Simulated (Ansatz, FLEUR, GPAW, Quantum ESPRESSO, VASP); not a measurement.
Pb: 6 runs at one level of theory

```
CELL_PARAMETERS angstrom
3.49282 0.00000 0.00000
-1.74641 3.02487 0.00000
0.00000 0.00000 23.55564
ATOMIC_POSITIONS crystal
Pb 0.66667 0.33333 0.31840
Pb 0.33333 0.66667 0.43947
Pb 0.00000 0.00000 0.56053
Pb 0.66667 0.33333 0.68160
```

Alike in all runs: functional PBE; k mesh 9 × 9 × 1; occupations fermi-dirac, width 0.05 eV; no spin polarisation; no spin-orbit coupling.

```json
{"program and potentials": "Ansatz, all-electron LAPW, scalar-relativistic", "plane-wave cutoff (eV)": "-", "notes": "-", "largest force (eV/Å)": "0.309"}
{"program and potentials": "GPAW, GPAW PAW data sets (gpaw-data 1.2.1)", "plane-wave cutoff (eV)": "450", "notes": "-", "largest force (eV/Å)": "0.314"}
{"program and potentials": "FLEUR, all-electron, FLAPW", "plane-wave cutoff (eV)": "-", "notes": "-", "largest force (eV/Å)": "0.308"}
{"program and potentials": "VASP, PBE PAW files Pb_d, 520 eV", "plane-wave cutoff (eV)": "520", "notes": "-", "largest force (eV/Å)": "0.307"}
{"program and potentials": "Ansatz, Ansatz PAW", "plane-wave cutoff (eV)": "420", "notes": "-", "largest force (eV/Å)": "0.309"}
{"program and potentials": "Quantum ESPRESSO, PseudoDojo 0.4.1 SR PBE standard", "plane-wave cutoff (eV)": "762", "notes": "-", "largest force (eV/Å)": "0.301"}
```

Force on atom 3 (Pb), eV/Å:

```csv
program and potentials,x,y,z
"Ansatz, all-electron LAPW, scalar-relativistic",0.000,0.000,0.309
"GPAW, GPAW PAW data sets (gpaw-data 1.2.1)",0.000,0.000,0.314
"FLEUR, all-electron, FLAPW",0.000,0.000,0.308
"VASP, PBE PAW files Pb_d, 520 eV",0.000,0.000,0.307
"Ansatz, Ansatz PAW",0.000,0.000,0.309
"Quantum ESPRESSO, PseudoDojo 0.4.1 SR PBE standard",0.000,0.000,0.301
```

Differences between rows come from potentials, basis sets and numerical settings, since the functional is the same but for its coding. Runs on potential files found faulty are left out.
